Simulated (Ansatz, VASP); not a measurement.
Two plane-wave programs on Be3SbN

```xyz
5
Lattice="3.7879 0.0000 0.0000 0.0000 3.7879 0.0000 0.0000 0.0000 3.7879" Properties=species:S:1:pos:R:3 pbc="T T T"
Be    0.0000    1.8940    1.8940
Be    1.8940    1.8940    0.0000
Be    1.8940    0.0000    1.8940
Sb    0.0000    0.0000    0.0000
N     1.8940    1.8940    1.8940
```

Alike in both runs: task relaxation of cell and atoms; functional PBE; k mesh 10 × 10 × 10; occupations fermi-dirac, width 0.15 eV; no spin polarisation.

```csv
,VASP,Ansatz
version,VASP 6.6.1,Ansatz 0.2.0
potentials or method,"VASP PAW PBE potentials, release 64 (Be, Sb, N)","scalar-relativistic, plane waves, PAW"
plane-wave cutoff (eV),600,420
valence electrons in the cell,16,26
```

Ansatz gave:

| Item | Value |
| --- | --- |
| gap on the k mesh at the Fermi level, each at its own relaxed structure (eV) | none |
| relaxed volume (Å³/atom) | 10.87 |
| relaxed cell length with the largest relative difference (Å) | 3.788 |

Problem. Estimate VASP's values.

Solution. gap on the k mesh at the Fermi level, each at its own relaxed structure (eV): none; relaxed volume (Å³/atom): 10.90; relaxed cell length with the largest relative difference (Å): 3.791.

A gap of «none» marks a metal or a gap that the smearing closes. The two sets of potentials don't hold the same shells in valence.

Spin-orbit coupling is left out, which matters for the levels of Sb.
